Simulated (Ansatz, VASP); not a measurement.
# Two plane-wave programs on CsPt

```
CELL_PARAMETERS angstrom
0.00000 3.57667 3.57667
3.57667 0.00000 3.57667
3.57667 3.57667 0.00000
ATOMIC_POSITIONS crystal
Cs 0.00000 0.00000 0.00000
Pt 0.25000 0.25000 0.25000
```

Change from the starting cell: species swapped into the MnSe type (F-43m, No. 216).

Alike in both runs: functional PBE; k mesh 14 × 14 × 14; occupations gaussian, width 0.1 eV; no spin polarisation.

Ansatz relaxed the structure, and its values are those at the end. VASP's run is a single point on that final structure, the one shown.

|  | VASP | Ansatz |
| --- | --- | --- |
| version | VASP 6.6.1 | Ansatz 0.2.0 |
| potentials or method | VASP PAW PBE potentials, release 64 (Cs_sv, Pt) | scalar-relativistic, plane waves, PAW |
| plane-wave cutoff (eV) | 520 | 420 |
| valence electrons in the cell | 19 | 27 |

Ansatz gave:

```
gap on the k mesh at the Fermi level (eV) : none
pressure (GPa)                            : 0.0
```

Q: Estimate VASP's values.

A: gap on the k mesh at the Fermi level (eV): none; pressure (GPa): 0.3.

A gap of «none» marks a metal or a gap that the smearing closes. The functional is the same, so the differences come from potentials, cutoffs and numerics. The two sets of potentials don't hold the same shells in valence.

Spin-orbit coupling is left out, which matters for the levels of Cs, Pt.
